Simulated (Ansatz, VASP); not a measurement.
# Ti2Pd (Ti-Pd-Ti stack, (111) layers): VASP beside Ansatz

Aim: how closely do two programs agree when they are given the same cell, functional and k mesh? The cell is taken from a series of runs on this material, whose earlier steps may have relaxed, scaled, displaced or heated it; both programs get it as it stands.

Calculated with Ansatz 0.2.0; plane waves, with VASP 6.6.1 beside it; PBEsol.

### Step 1. Starting point

The cell holds 3 atoms: 2 Ti and 1 Pd. Its edges and angles: a = 2.767 Å, b = 2.767 Å, c = 32.784 Å, α = 90.0°, β = 90.0°, γ = 120.0°. It derives from Ti2Pd. Vacuum lies along c.

As a file:

```xyz
3
Lattice="2.7667 0.0000 0.0000 -1.3834 2.3960 0.0000 0.0000 0.0000 32.7836" Properties=species:S:1:pos:R:3
Ti    2.7667    0.0000    5.5224
Ti    1.3834    0.7987    9.9694
Pd    0.0000    1.5974    7.7459
```

### Step 2. VASP: zone-centre phonons, PBEsol

Second derivatives magnify differences that forces hide, and they need a tight electronic threshold.

Lines of VASP's logs that name or quote its potential files are left out, and so is its time.

INCAR reads:

```
SYSTEM = Ti2Pd
PREC = Accurate
ENCUT = 500
EDIFF = 1E-08
NELM = 120
ISMEAR = 1
SIGMA = 0.2
LREAL = .FALSE.
ALGO = Normal
GGA = PS
NBANDS = 23
LASPH = .TRUE.
LORBIT = 11
LWAVE = .FALSE.
LCHARG = .FALSE.
ISIF = 2
IBRION = 8
GGA_COMPAT = .FALSE.
NELMDL = -8
KPAR = 2
```

POSCAR reads:

```
Ti2Pd
1.0
    2.7667065471     -0.0000029036      0.0000000000
   -1.3833507590      2.3960396064      0.0000000000
    0.0000000000      0.0000000000     32.7835731424
Ti Pd
2 1
Direct
    1.0000000000      0.0000000000      0.1684496779
    0.6666666666      0.3333333334      0.3040976535
    0.3333333333      0.6666666667      0.2362736657
```

KPOINTS reads:

```
Automatic mesh
0
Gamma
6 6 1
0 0 0
```

Potentials, in the order of the species: Ti_sv and Pd (PBE family, release 64).

Command:

```sh
$ mpirun -np 2 vasp_std
```

Numbers of over 12 decimals in the logs are rounded to 6 here.

The program printed:

```text
[banner, memory and clock lines left out]
running    2 mpi-ranks, on    1 nodes
 distrk:  each k-point on    1 cores,    2 groups
 distr:  one band on    1 cores,    1 groups

 POSCAR found type information on POSCAR TiPd
 POSCAR found :  2 types and       3 ions
|                                                                             |
|               ----> ADVICE to this user running VASP <----                  |
|                                                                             |
|     You enforced a specific xc type in the INCAR file but a different       |
|     [... a line on the potential file left out ...]
|     I HOPE YOU KNOW WHAT YOU ARE DOING!                                     |
|                                                                             |

 LDA part: xc-table for (Slater+PW92), standard interpolation
 POSCAR, INCAR and KPOINTS ok, starting setup
 FFT: planning ... GRIDC
 FFT: planning ... GRID_SOFT
 FFT: planning ... GRID
 WAVECAR not read
 entering main loop
       N       E                     dE             d eps       ncg     rms          rms(c)
DAV:   1     0.307038974392E+03    0.30704E+03   -0.17363E+04   402   0.126E+03
DAV:   2     0.117932564093E+02   -0.29525E+03   -0.28511E+03   387   0.367E+02
DAV:   3    -0.192459113363E+02   -0.31039E+02   -0.29857E+02   575   0.107E+02
DAV:   4    -0.235856869728E+02   -0.43398E+01   -0.43035E+01   471   0.331E+01
DAV:   5    -0.239543555712E+02   -0.36867E+00   -0.36866E+00   437   0.745E+00
DAV:   6    -0.239616285739E+02   -0.72730E-02   -0.72729E-02   462   0.137E+00
DAV:   7    -0.239619897291E+02   -0.36116E-03   -0.36116E-03   473   0.219E-01
DAV:   8    -0.239619938004E+02   -0.40713E-05   -0.40712E-05   448   0.278E-02    0.144E+01
DAV:   9    -0.222193786821E+02    0.17426E+01   -0.15391E+01   413   0.314E+01    0.874E+00
DAV:  10    -0.234326310580E+02   -0.12133E+01   -0.25725E+01   420   0.338E+01    0.114E+01
DAV:  11    -0.218007056964E+02    0.16319E+01   -0.26838E+00   413   0.121E+01    0.543E+00
DAV:  12    -0.212709723796E+02    0.52973E+00   -0.26424E+00   460   0.971E+00    0.171E+00
DAV:  13    -0.212633883570E+02    0.75840E-02   -0.23598E-01   451   0.393E+00    0.539E-01
DAV:  14    -0.212615015100E+02    0.18868E-02   -0.20584E-02   367   0.120E+00    0.141E-01
[...]
DAV:  25    -0.212642559760E+02   -0.45677E-05   -0.13054E-07   273   0.109E-03    0.333E-04
DAV:  26    -0.212642580170E+02   -0.20411E-05   -0.37387E-08   257   0.799E-04    0.274E-04
DAV:  27    -0.212642595972E+02   -0.15802E-05   -0.33287E-08   220   0.499E-04    0.126E-04
DAV:  28    -0.212642602714E+02   -0.67416E-06   -0.84006E-09   189   0.406E-04    0.765E-05
DAV:  29    -0.212642606393E+02   -0.36794E-06   -0.48852E-09   182   0.210E-04    0.731E-05
DAV:  30    -0.212642607347E+02   -0.95337E-07   -0.14395E-09   175   0.197E-04    0.268E-05
DAV:  31    -0.212642607620E+02   -0.27365E-07   -0.31941E-10   168   0.912E-05    0.127E-05
DAV:  32    -0.212642607695E+02   -0.74247E-08   -0.63689E-11   161   0.551E-05
   1 F= -.21264261E+02 E0= -.21247160E+02  d E =-.513017E-01
 Linear response reoptimize wavefunctions to high precision
DAV:   1    -0.212642607712E+02   -0.17203E-08    0.59908E-11   161   0.296E-05
DAV:   2    -0.212642607714E+02   -0.17826E-09    0.10671E-10   161   0.176E-05
DAV:   3    -0.212642607715E+02   -0.14188E-09    0.11680E-10   161   0.112E-05
 Linear response DOF=           4
 Linear response progress:
  Degree of freedom:   1/  4
       N       E                     dE             d eps       ncg     rms          rms(c)
RMM:   1    -0.440899968766E+00   -0.44090E+00    0.45990E+01   923   0.136E+02
RMM:   2    -0.421601880726E+00    0.19298E-01   -0.28298E-01  1597   0.375E+00    0.267E-01
RMM:   3    -0.419176884377E+00    0.24250E-02   -0.22080E-02  1770   0.975E-01    0.120E-01
RMM:   4    -0.419616388202E+00   -0.43950E-03   -0.74093E-03  2086   0.423E-01    0.808E-02
RMM:   5    -0.419893197669E+00   -0.27681E-03   -0.16540E-03  2229   0.170E-01    0.290E-02
RMM:   6    -0.420340617812E+00   -0.44742E-03   -0.30215E-04  2221   0.716E-02    0.104E-02
RMM:   7    -0.420841477557E+00   -0.50086E-03   -0.38893E-05  2076   0.298E-02    0.385E-03
RMM:   8    -0.420876086177E+00   -0.34609E-04   -0.31433E-06  2164   0.153E-02    0.298E-03
RMM:   9    -0.420944063586E+00   -0.67977E-04    0.89885E-06  2158   0.815E-03    0.718E-04
RMM:  10    -0.420961901326E+00   -0.17838E-04    0.36504E-06  2297   0.427E-03    0.278E-04
RMM:  11    -0.420960623794E+00    0.12775E-05    0.18608E-06  2245   0.209E-03    0.152E-04
RMM:  12    -0.420960153549E+00    0.47025E-06    0.22939E-07  2401   0.122E-03    0.702E-05
RMM:  13    -0.420961264648E+00   -0.11111E-05    0.65667E-08  2321   0.685E-04    0.286E-05
RMM:  14    -0.420961668359E+00   -0.40371E-06   -0.95164E-08  2356   0.430E-04    0.205E-05
RMM:  15    -0.420961450467E+00    0.21789E-06   -0.50980E-08  2285   0.295E-04    0.119E-05
RMM:  16    -0.420961525941E+00   -0.75474E-07   -0.26953E-08  2321   0.215E-04    0.132E-05
RMM:  17    -0.420961508431E+00    0.17510E-07   -0.84405E-08  2186   0.171E-04    0.290E-05
RMM:  18    -0.420961312506E+00    0.19592E-06   -0.39635E-08  1984   0.150E-04    0.159E-05
RMM:  19    -0.420961261424E+00    0.51083E-07   -0.66601E-08  2214   0.122E-04    0.145E-05
RMM:  20    -0.420961254951E+00    0.64728E-08   -0.18504E-08  2236   0.102E-04    0.174E-05
 first order change of Fermi-energy   0.44306E-04
 force on displaced ion       1 direction 1 :  -0.699  -0.002  -0.001
 Linear response progress:
  Degree of freedom:   2/  4
       N       E                     dE             d eps       ncg     rms          rms(c)
RMM:   1    -0.101217940438E+01   -0.10122E+01    0.15893E+01   327   0.129E+02
RMM:   2    -0.968028748024E+00    0.44151E-01   -0.29550E-01   517   0.362E+00    0.296E-01
RMM:   3    -0.973669336579E+00   -0.56406E-02   -0.35021E-02   572   0.114E+00    0.798E-01
RMM:   4    -0.971136392123E+00    0.25329E-02   -0.20499E-02   599   0.580E-01    0.334E-01
RMM:   5    -0.971167948546E+00   -0.31556E-04   -0.17719E-03   578   0.315E-01    0.185E-01
RMM:   6    -0.971623123839E+00   -0.45518E-03   -0.63720E-04   582   0.170E-01    0.576E-02
RMM:   7    -0.972056756078E+00   -0.43363E-03   -0.21876E-04   694   0.796E-02    0.151E-02
RMM:   8    -0.972429764910E+00   -0.37301E-03   -0.60021E-05   691   0.350E-02    0.229E-02
RMM:   9    -0.972715737417E+00   -0.28597E-03   -0.15577E-05   670   0.187E-02    0.182E-03
RMM:  10    -0.972716874273E+00   -0.11369E-05   -0.31040E-06   740   0.850E-03    0.945E-04
RMM:  11    -0.972714117005E+00    0.27573E-05    0.24152E-06   739   0.409E-03    0.412E-04
RMM:  12    -0.972718198675E+00   -0.40817E-05    0.24018E-06   760   0.206E-03    0.268E-04
RMM:  13    -0.972717812094E+00    0.38658E-06    0.24673E-06   722   0.128E-03    0.188E-04
RMM:  14    -0.972717169655E+00    0.64244E-06    0.16909E-06   745   0.873E-04    0.119E-04
[...]
RMM:  18    -0.972715495379E+00   -0.41326E-07    0.95529E-07   767   0.286E-04    0.245E-05
RMM:  19    -0.972715471387E+00    0.23993E-07    0.11884E-06   741   0.235E-04    0.255E-05
RMM:  20    -0.972715571845E+00   -0.10046E-06    0.10329E-06   682   0.242E-04    0.183E-05
RMM:  21    -0.972715535285E+00    0.36561E-07    0.10282E-06   774   0.185E-04    0.108E-05
RMM:  22    -0.972715486630E+00    0.48655E-07    0.85630E-07   651   0.165E-04    0.516E-06
RMM:  23    -0.972715513396E+00   -0.26767E-07    0.79058E-07   731   0.150E-04    0.611E-06
RMM:  24    -0.972715511166E+00    0.22305E-08    0.70528E-07   750   0.131E-04    0.645E-06
RMM:  25    -0.972715530893E+00   -0.19727E-07    0.64277E-07   671   0.119E-04    0.571E-06
 first order change of Fermi-energy   0.51170E-01
 force on displaced ion       1 direction 3 :  -0.000   0.000  -4.923
 Linear response progress:
  Degree of freedom:   3/  4
       N       E                     dE             d eps       ncg     rms          rms(c)
RMM:   1    -0.239659856280E+00   -0.23966E+00   -0.23044E-01  1112   0.228E+00
RMM:   2    -0.240260993876E+00   -0.60114E-03   -0.20556E-02  1157   0.580E-01    0.111E-01
RMM:   3    -0.239835810532E+00    0.42518E-03   -0.87327E-04  1179   0.141E-01    0.654E-02
RMM:   4    -0.239658963897E+00    0.17685E-03   -0.10524E-03  1219   0.126E-01    0.226E-02
RMM:   5    -0.239651459117E+00    0.75048E-05   -0.85374E-05  1292   0.323E-02    0.185E-02
RMM:   6    -0.239627108863E+00    0.24350E-04   -0.14497E-05  1268   0.140E-02    0.153E-02
RMM:   7    -0.239522422519E+00    0.10469E-03   -0.20795E-05  1197   0.198E-02    0.262E-03
RMM:   8    -0.239516699255E+00    0.57233E-05   -0.58819E-07  1314   0.506E-03    0.198E-03
RMM:   9    -0.239518913298E+00   -0.22140E-05   -0.11150E-06  1266   0.302E-03    0.528E-04
RMM:  10    -0.239518687569E+00    0.22573E-06   -0.73266E-07  1456   0.129E-03    0.232E-04
RMM:  11    -0.239518577675E+00    0.10989E-06    0.33216E-07  1388   0.612E-04    0.442E-05
RMM:  12    -0.239518433393E+00    0.14428E-06   -0.36117E-07  1449   0.325E-04    0.319E-05
RMM:  13    -0.239518395603E+00    0.37790E-07    0.11314E-07  1471   0.166E-04    0.269E-05
RMM:  14    -0.239518348961E+00    0.46642E-07   -0.17312E-07  1477   0.928E-05    0.121E-05
RMM:  15    -0.239518329583E+00    0.19378E-07    0.69688E-08  1456   0.567E-05    0.384E-06
RMM:  16    -0.239518335063E+00   -0.54803E-08   -0.67271E-08  1547   0.314E-05    0.213E-06
 first order change of Fermi-energy   0.14103E-02
 force on displaced ion       3 direction 1 :  -0.856   0.000   0.000
 Linear response progress:
  Degree of freedom:   4/  4
       N       E                     dE             d eps       ncg     rms          rms(c)
RMM:   1    -0.307573483970E+00   -0.30757E+00   -0.21700E-01   720   0.270E+00
RMM:   2    -0.306928396488E+00    0.64509E-03   -0.25114E-02   610   0.829E-01    0.255E-01
RMM:   3    -0.455066199389E+00   -0.14814E+00    0.10544E-02   636   0.847E-01    0.401E+00
RMM:   4    -0.307080437082E+00    0.14799E+00   -0.16959E-02   581   0.686E-01    0.886E-02
RMM:   5    -0.307037072995E+00    0.43364E-04   -0.18869E-03   612   0.218E-01    0.533E-02
RMM:   6    -0.307246194391E+00   -0.20912E-03   -0.58903E-04   690   0.913E-02    0.842E-02
RMM:   7    -0.307211257174E+00    0.34937E-04   -0.87368E-05   669   0.407E-02    0.550E-02
RMM:   8    -0.307180936365E+00    0.30321E-04   -0.31557E-05   606   0.257E-02    0.385E-02
RMM:   9    -0.307102415418E+00    0.78521E-04   -0.53844E-06   617   0.248E-02    0.186E-02
RMM:  10    -0.307108679366E+00   -0.62639E-05   -0.49649E-06   716   0.818E-03    0.271E-03
RMM:  11    -0.307104099532E+00    0.45798E-05    0.24035E-06   701   0.316E-03    0.161E-03
RMM:  12    -0.307102667237E+00    0.14323E-05    0.24259E-06   756   0.142E-03    0.666E-04
RMM:  13    -0.307102636917E+00    0.30320E-07    0.10718E-08   689   0.862E-04    0.177E-04
RMM:  14    -0.307103160062E+00   -0.52315E-06    0.48425E-07   799   0.414E-04    0.870E-05
RMM:  15    -0.307103316596E+00   -0.15653E-06   -0.22357E-07   763   0.220E-04    0.692E-05
RMM:  16    -0.307103289882E+00    0.26714E-07    0.18587E-08   726   0.158E-04    0.545E-05
RMM:  17    -0.307103082008E+00    0.20787E-06    0.15863E-08   765   0.114E-04    0.151E-05
RMM:  18    -0.307103057552E+00    0.24456E-07    0.76631E-08   800   0.578E-05    0.916E-06
RMM:  19    -0.307103133910E+00   -0.76358E-07   -0.11583E-08   741   0.474E-05    0.747E-06
RMM:  20    -0.307103121309E+00    0.12601E-07   -0.43892E-10   753   0.329E-05    0.418E-06
RMM:  21    -0.307103125544E+00   -0.42354E-08    0.10443E-08   766   0.190E-05    0.231E-06
 first order change of Fermi-energy  -0.18458E-02
 force on displaced ion       3 direction 3 :  -0.000  -0.000  -7.081
 Linear response finished
```

Parts of OUTCAR (step 2):

```text
ion  position               nearest neighbor table
   1  0.000  0.000  0.168-   3 2.74   3 2.74   3 2.74
   2  0.667  0.333  0.304-   3 2.74   3 2.74   3 2.74
   3  0.333  0.667  0.236-   1 2.74   2 2.74   1 2.74   2 2.74   1 2.74   2 2.74

  LATTYP: Found a hexagonal cell.
 ALAT       =     2.7667065471
 C/A-ratio  =    11.8493134650

 Subroutine GETGRP returns: Found 12 space group operations
 (whereof  6 operations were pure point group operations)

The static configuration has the point symmetry C_3v.
 The point group associated with its full space group is D_3d.

 Found      7 irreducible k-points:

   k-points           NKPTS =      7   k-points in BZ     NKDIM =      7   number of bands    NBANDS=     23

   dimension x,y,z NGX =    20 NGY =   20 NGZ =  240
   dimension x,y,z NGXF=    40 NGYF=   40 NGZF=  480

   ENCUT  =  500.0 eV  36.75 Ry    6.06 a.u.   5.04  5.04 59.77*2*pi/ulx,y,z

   NELECT =      34.0000    total number of electrons

 k-points in reciprocal lattice and weights: Automatic mesh
   0.00000000  0.00000000  0.00000000       0.028
   0.16666667  0.00000000  0.00000000       0.167
   0.33333333  0.00000000  0.00000000       0.167
   0.50000000  0.00000000  0.00000000       0.083
   0.16666667  0.16666667  0.00000000       0.167
   0.33333333  0.16666667  0.00000000       0.333
   0.33333333  0.33333333  0.00000000       0.056

 average (electrostatic) potential at core
       1 -81.9112       2 -81.9113       3 -82.4788

  Total       -0.6280260     -0.6280260      0.3989980      0.0000000      0.0000000      0.0000000
  in kB       -4.6299369     -4.6299369      2.9414957      0.0000000      0.0000000      0.0000000
  external PRESSURE =      -2.1061260 kB  Pullay stress =       0.0000000 kB

  energy-cutoff  :      500.00
  volume of cell :      217.33
      direct lattice vectors                 reciprocal lattice vectors
     2.766706547 -0.000002904  0.000000000     0.361440792  0.208677433  0.000000000
    -1.383350759  2.396039606  0.000000000     0.000000438  0.417355624  0.000000000
     0.000000000  0.000000000 32.783573142     0.000000000  0.000000000  0.030503081

 POSITION                                       TOTAL-FORCE (eV/Angst)
 -----------------------------------------------------------------------------------
      0.00000      0.00000      5.52238        -0.000000      0.000000     -0.095266
      1.38335      0.79868      9.96941         0.000000     -0.000000      0.095266
      0.00000      1.59736      7.74590        -0.000000     -0.000000      0.000000
 -----------------------------------------------------------------------------------
    total drift:                                0.000000     -0.000000     -0.000248

 Eigenvectors and eigenvalues of the dynamical matrix
 ----------------------------------------------------

   1 f  =    5.868578 THz    36.873365 2PiTHz  195.754702 cm-1    24.270479 meV
             X         Y         Z           dx          dy          dz
      0.000000  0.000000  5.522382     0.000000    0.000000    0.513721
      1.383354  0.798678  9.969408     0.000000    0.000000    0.513721
      0.000002  1.597359  7.745895    -0.000000   -0.000000   -0.687155

   2 f  =    5.664252 THz    35.589548 2PiTHz  188.939125 cm-1    23.425455 meV
             X         Y         Z           dx          dy          dz
      0.000000  0.000000  5.522382     0.000000    0.000000    0.707107
      1.383354  0.798678  9.969408     0.000000    0.000000   -0.707107
      0.000002  1.597359  7.745895    -0.000000   -0.000000   -0.000000

   3 f  =    2.212730 THz    13.902995 2PiTHz   73.808742 cm-1     9.151114 meV
             X         Y         Z           dx          dy          dz
      0.000000  0.000000  5.522382     0.530980   -0.466970   -0.000000
      1.383354  0.798678  9.969408    -0.530980    0.466970    0.000000
      0.000002  1.597359  7.745895    -0.000000    0.000000   -0.000000

   4 f  =    2.212730 THz    13.902995 2PiTHz   73.808742 cm-1     9.151114 meV
             X         Y         Z           dx          dy          dz
      0.000000  0.000000  5.522382    -0.466970   -0.530980   -0.000000
      1.383354  0.798678  9.969408     0.466970    0.530980    0.000000
      0.000002  1.597359  7.745895    -0.000000    0.000000   -0.000000

   5 f  =    2.050553 THz    12.884007 2PiTHz   68.399097 cm-1     8.480403 meV
             X         Y         Z           dx          dy          dz
      0.000000  0.000000  5.522382     0.387544   -0.340829   -0.000000
      1.383354  0.798678  9.969408     0.387544   -0.340829   -0.000000
      0.000002  1.597359  7.745895    -0.513315    0.451440   -0.000000

   6 f  =    2.050553 THz    12.884007 2PiTHz   68.399097 cm-1     8.480403 meV
             X         Y         Z           dx          dy          dz
      0.000000  0.000000  5.522382     0.340829    0.387544    0.000000
      1.383354  0.798678  9.969408     0.340829    0.387544    0.000000
      0.000002  1.597359  7.745895    -0.451440   -0.513315    0.000000

   7 f/i=    0.008557 THz     0.053766 2PiTHz    0.285435 cm-1     0.035389 meV
             X         Y         Z           dx          dy          dz
      0.000000  0.000000  5.522382     0.000000    0.000000   -0.485892
      1.383354  0.798678  9.969408     0.000000    0.000000   -0.485892
      0.000002  1.597359  7.745895     0.000000    0.000000   -0.726511

   8 f/i=    0.013039 THz     0.081928 2PiTHz    0.434942 cm-1     0.053926 meV
             X         Y         Z           dx          dy          dz
      0.000000  0.000000  5.522382    -0.405471   -0.263131   -0.000000
      1.383354  0.798678  9.969408    -0.405471   -0.263131   -0.000000
      0.000002  1.597359  7.745895    -0.612248   -0.397319   -0.000000

   9 f/i=    0.013039 THz     0.081928 2PiTHz    0.434942 cm-1     0.053926 meV
             X         Y         Z           dx          dy          dz
      0.000000  0.000000  5.522382     0.263131   -0.405471   -0.000000
      1.383354  0.798678  9.969408     0.263131   -0.405471   -0.000000
      0.000002  1.597359  7.745895     0.397319   -0.612248   -0.000000

 ELASTIC MODULI CONTR FROM IONIC RELAXATION (kBar)
 Direction    XX          YY          ZZ          XY          YZ          ZX
 --------------------------------------------------------------------------------
 XX         -81.3102    -57.3339   -176.1445      0.0000     31.7717      0.0001
 YY         -57.3339    -81.3102   -176.1445      0.0000    -31.7717     -0.0001
 ZZ        -176.1445   -176.1445   -447.5762      0.0000     -0.0000      0.0000
 XY           0.0000      0.0000      0.0000    -11.9882     -0.0001     31.5343
 YZ          31.7717    -31.7717     -0.0000     -0.0001    -84.2032      0.0000
 ZX           0.0001     -0.0001      0.0000     31.5343      0.0000    -82.9495
 --------------------------------------------------------------------------------
```

Energies printed during the response cycles are not total energies of the cell. The PAW data sets were made with PBE, which is usual practice but a small mismatch for other functionals.

(Part 1 of 2 ends here.)

[Lines on the potential files, build, host, timing and source positions are cut from VASP's logs without a mark.]

[Logs are printed without paths, hosts, clocks, repeated set-up lines and the standing remarks that a program may print on its own settings, such as how far it seeks lower states.]

[Hosts, paths, dates, database ids (printed as entryN), source tags and the programs' standing remarks are cut or masked in the printed files.]
